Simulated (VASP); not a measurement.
# TiPt3: relaxation of cell and atoms with PBE+D3(BJ)

Crystal: TiPt3.

```
CELL_PARAMETERS angstrom
3.90250 0.00000 0.00000
0.00000 3.90250 0.00000
0.00000 0.00000 3.90250
ATOMIC_POSITIONS crystal
Ti 0.00000 0.00000 0.00000
Pt 0.00000 0.50000 0.50000
Pt 0.50000 0.00000 0.50000
Pt 0.50000 0.50000 0.00000
```

```
Program                : VASP 6.6.1
Task                   : relaxation of cell and atoms
Functional             : PBE
Dispersion             : D3(BJ)
Potentials or basis    : VASP PAW PBE potentials, release 64 (Ti_sv, Pt)
Cutoff                 : 600 eV
k mesh                 : 10 × 10 × 10
Occupations            : methfessel-paxton, width 0.1 eV
Spin                   : no spin polarisation
Further INCAR settings : ALGO = Normal; EDIFF = 1e-07; IBRION = 2; EDIFFG = -0.005; NSW = 90; ISIF = 3
```

```yaml
Pressure_after_relaxing: 0.0 GPa
Band_gap_on_the_k_mesh: none (metal or under the smearing width)
Dispersion_energy_per_atom: -0.766 eV
```

Final structure:
```
Ti Pt
1.0
     3.90250    0.00000    0.00000
     0.00000    3.90250    0.00000
     0.00000    0.00000    3.90250
Ti Pt
1 3
Direct
  0.00000 0.00000 0.00000
  0.00000 0.50000 0.50000
  0.50000 0.00000 0.50000
  0.50000 0.50000 0.00000
```

Levels at points of the mesh, in eV from the Fermi level:
```tsv
k point	band 17	band 18	band 19	band 20	band 21	band 22	band 23	band 24	band 25
(0.00, 0.00, 0.00)	-0.55	0.02	0.02	0.02	1.36	1.36	1.57	1.57	1.57
(0.50, 0.00, 0.00)	-2.68	-2.68	-2.62	-1.39	-0.23	-0.23	0.03	0.44	0.74
(0.50, 0.50, 0.00)	-3.13	-3.13	-2.46	-2.32	-2.27	0.19	0.19	0.34	1.48
(0.50, 0.50, 0.50)	-0.97	-0.70	-0.70	-0.70	-0.47	-0.47	-0.47	1.17	1.17
```

Wall time 47 s on 1 thread of Intel(R) Xeon(R) 6975P-C (Granite Rapids), with other jobs on the host, peak memory 0.24 GiB.

Caveat: the relaxation stopped at its first step, so nothing moved; pairwise dispersion overbinds metals, which lowers pressure and volume. Spin-orbit coupling is left out, which matters for the levels of Pt.
